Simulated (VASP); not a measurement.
Computed with PBE GGA, VASP's PBE PAW potentials (set 64) (plane waves; VASP 6.6.1).

The input files of a VASP run:

**KPOINTS**
```
Regular mesh
0
G
 6 6 3
0 0 0
```

POSCAR:
```
ZnS
1
    1.9482000000    -3.3743810000     0.0000000000
    1.9482000000     3.3743810000     0.0000000000
    0.0000000000     0.0000000000     6.3852000000
Zn S
2 2
Direct
  0.6666670000   0.3333330000   0.5000000000
  0.3333330000   0.6666670000   0.0000000000
  0.6666670000   0.3333330000   0.8750000000
  0.3333330000   0.6666670000   0.3750000000
```

**INCAR**
```
! general
SYSTEM  = ZnS
PREC    = Accurate
ENCUT   = 400
LREAL   = .FALSE.
LASPH   = .TRUE.   ! aspherical one-centre terms

! electronic loop
EDIFF   = 1E-6   ! SCF stop (eV)
NELM    = 100   ! most electronic steps
ALGO    = Normal   ! blocked Davidson
LMAXMIX = 4   ! l cut-off of mixed one-centre charges

! smearing
ISMEAR  = 2
SIGMA   = 0.05

! functional
GGA     = PE   ! PBE

! ions
ISIF    = 2   ! forces and stress, cell fixed

! output
LWAVE   = .FALSE.
LCHARG  = .FALSE.
```

POTCAR, in this order: Zn S (PBE.64 set). Program: vasp_std.

Output

**OUTCAR**
```
 ion  position               nearest neighbor table
   1  0.667  0.333  0.500-   4 2.39   4 2.39   4 2.39   3 2.39
   2  0.333  0.667  0.000-   3 2.39   3 2.39   3 2.39   4 2.39
   3  0.667  0.333  0.875-   2 2.39   2 2.39   2 2.39   1 2.39
   4  0.333  0.667  0.375-   1 2.39   1 2.39   1 2.39   2 2.39
  LATTYP: Found a hexagonal cell.
 ALAT       =     3.8963996680
 C/A-ratio  =     1.6387435951
 Subroutine PRICEL returns:
 Original cell was already a primitive cell.
 Subroutine GETGRP returns: Found 12 space group operations
The static configuration has the point symmetry C_3v.
 The point group associated with its full space group is C_6v.
The dynamic configuration has the point symmetry C_3v.
 Subroutine INISYM returns: Found 12 space group operations
 Subroutine IBZKPT returns following result:
 Found     14 irreducible k-points:

 Following reciprocal coordinates:
            Coordinates               Weight
  0.000000  0.000000  0.000000      1.000000
  0.166667  0.000000  0.000000      6.000000
  0.333333  0.000000  0.000000      6.000000
  0.500000  0.000000  0.000000      3.000000
  0.166667  0.166667  0.000000      6.000000
  0.333333  0.166667  0.000000     12.000000
  0.333333  0.333333  0.000000      2.000000
  0.000000  0.000000  0.333333      2.000000
  0.166667  0.000000  0.333333     12.000000
  0.333333  0.000000  0.333333     12.000000
  0.500000  0.000000  0.333333      6.000000
  0.166667  0.166667  0.333333     12.000000
  0.333333  0.166667  0.333333     24.000000
  0.333333  0.333333  0.333333      4.000000
   k-points           NKPTS =     14   k-points in BZ     NKDIM =     14   number of bands    NBANDS=     22
   number of dos      NEDOS =    301   number of ions     NIONS =      4
   total plane-waves  NPLWV =  32928
   dimension x,y,z NGX =    28 NGY =   28 NGZ =   42
   dimension x,y,z NGXF=    56 NGYF=   56 NGZF=   84
   ions per type =               2   2
...
```

**OSZICAR**
```
       N       E                     dE             d eps       ncg     rms          rms(c)
DAV:   1     0.204708544089E+03    0.20471E+03   -0.15256E+04   616   0.161E+03
DAV:   2     0.394718675841E+01   -0.20076E+03   -0.19521E+03   658   0.328E+02
DAV:   3    -0.141456247527E+02   -0.18093E+02   -0.18023E+02   736   0.104E+02
DAV:   4    -0.145172308954E+02   -0.37161E+00   -0.37131E+00   724   0.160E+01
DAV:   5    -0.145245006161E+02   -0.72697E-02   -0.73173E-02   750   0.214E+00    0.896E+00
DAV:   6    -0.136461537020E+02    0.87835E+00   -0.20275E+00   962   0.418E+01    0.709E+00
DAV:   7    -0.136767897188E+02   -0.30636E-01   -0.18047E+00   670   0.766E+00    0.318E+00
DAV:   8    -0.136631920592E+02    0.13598E-01   -0.13011E-01   824   0.487E+00    0.102E+00
DAV:   9    -0.136633883345E+02   -0.19628E-03   -0.17624E-02   858   0.274E+00    0.255E-01
DAV:  10    -0.136636132734E+02   -0.22494E-03   -0.19064E-03   700   0.403E-01    0.163E-01
DAV:  11    -0.136638174955E+02   -0.20422E-03   -0.15444E-04   726   0.814E-02    0.506E-02
DAV:  12    -0.136638788746E+02   -0.61379E-04   -0.76421E-05   706   0.564E-02    0.182E-02
DAV:  13    -0.136638792836E+02   -0.40900E-06   -0.32774E-06   646   0.134E-02
   1 F= -.13663879E+02 E0= -.13663890E+02  d E =0.431429E-04
```

OUTCAR:
```
------------------------ aborting loop because EDIFF is reached ----------------------------------------
  FORCE on cell =-STRESS in cart. coord.  units (eV):
  Direction    XX          YY          ZZ          XY          YZ          ZX
  --------------------------------------------------------------------------------------
  Total       -1.3259160     -1.3259157     -1.3496128      0.0000000      0.0000000     -0.0000000
  in kB      -25.3043063    -25.3043006    -25.7565455      0.0000000      0.0000000     -0.0000000
  external PRESSURE =     -25.4550508 kB  Pullay stress =       0.0000000 kB
  volume of cell :       83.95
      direct lattice vectors                 reciprocal lattice vectors
     1.948200000 -3.374381000  0.000000000     0.256647161 -0.148175325  0.000000000
     1.948200000  3.374381000  0.000000000     0.256647161  0.148175325  0.000000000
     0.000000000  0.000000000  6.385200000     0.000000000  0.000000000  0.156612166
  FREE ENERGIE OF THE ION-ELECTRON SYSTEM (eV)
  ---------------------------------------------------
  free  energy   TOTEN  =       -13.6638792836 eV

  energy  without entropy=      -13.6639224265  energy(sigma->0) =      -13.66389007
```
(Selected blocks of OUTCAR.)

The compound is ZnS in the wurtzite structure, the high-temperature form. The cell was not relaxed at this level. The run is one of a series of settings (ISMEAR = 2 against the base run), some of them coarse on purpose.
